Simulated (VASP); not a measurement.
Input:

```
CSi
1.0
    0.00000     2.27729     2.27729
    2.27729     0.00000     2.27729
    2.27729     2.27729     0.00000
Si C
1 1
Cartesian
  0.00000   0.00000   0.00000
  1.13864   1.13864   1.13864
```

These are PBE GGA, VASP's PBE PAW potentials (set 64) (plane waves; VASP) values and carry that method's errors. Numerical set-up: 600 eV cut-off, 10×10×10 Γ-centred mesh, Gaussian smearing of 0.050 eV, potentials Si C.

### Question
Give the stress tensor in GPa (positive for a compressed cell).

### Answer

```
-19.87    0.00    0.00
  0.00  -19.87    0.00
  0.00    0.00  -19.87
```
The pressure is its mean diagonal, -19.87 GPa.

The compound is SiC in the zinc blende structure. This cell was strained or had an atom moved on purpose.
